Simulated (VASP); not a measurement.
An input for Ansatz (written as the equivalent of a VASP run, and not itself run):

Ansatz 0.2 input:
```yaml
crystal:
  lattice:
    - [0.0000000, 2.7108000, 2.7108000]
    - [2.7108000, 0.0000000, 2.7108000]
    - [2.7108000, 2.7108000, 0.0000000]
  atoms:
    - { symbol: Zr, position: [0.0000000, 0.0000000, 0.0000000] }
    - { symbol: C, position: [0.5000000, 0.5000000, 0.5000000] }
kpoints:
  mp_grid: { grid: [11, 11, 11] }
hamiltonian:
  xc: pbe
  pseudopotentials: { kind: paw }
scf:
  occupations: { method: methfessel_paxton, width: 0.1 }
  max_iter: 100
relax:
  max_steps: 60
  f_tol: 0.01
  cell: {}
output: { forces: true, stress: true, eigenvalues: true }
```

**Question.** Write the VASP files for the same calculation (PBE).

**Answer.** One answer among several that fit: 
### INCAR
```
! general
SYSTEM  = ZrC
PREC    = Accurate
ENCUT   = 520   ! plane-wave cut-off (eV)
LREAL   = .False.
LASPH   = .True.   ! aspherical one-centre terms

! electronic loop
EDIFF   = 1E-6   ! SCF stop (eV)
NELM    = 100   ! most electronic steps
ALGO    = Normal   ! blocked Davidson
LMAXMIX = 4   ! l cut-off of mixed one-centre charges

! smearing
ISMEAR  = 1
SIGMA   = 0.1

! functional
GGA     = PE   ! PBE

! ions
IBRION  = 2   ! conjugate gradients
NSW     = 60   ! most ionic steps
ISIF    = 3
EDIFFG  = -0.01   ! ionic stop

! output
LWAVE   = .False.
LCHARG  = .False.
```

**KPOINTS**
```
Automatic mesh
0
Gamma
11 11 11
0 0 0
```

File POSCAR:
```
ZrC
1
    0.0000000000     2.7108000000     2.7108000000
    2.7108000000     0.0000000000     2.7108000000
    2.7108000000     2.7108000000     0.0000000000
Zr C
1 1
Direct
  0.0000000000   0.0000000000   0.0000000000
  0.5000000000   0.5000000000   0.5000000000
```

POTCAR, in this order: Zr_sv C (PBE.64 set). Program: vasp_std.

What does not carry over: each code has its own PAW files, so the cut-off isn't converted (ENCUT is set for VASP's; basis.ecutwfc is left out, and Ansatz then takes the one that its files recommend); Ansatz stops its SCF on the density residual and VASP on the energy change (EDIFF).

The structure was generated: ZrC was put into the rock salt type (Fm-3m), which need not be its known phase. This run relaxes it. Symmetry was kept, so distortions that lower it aren't found.
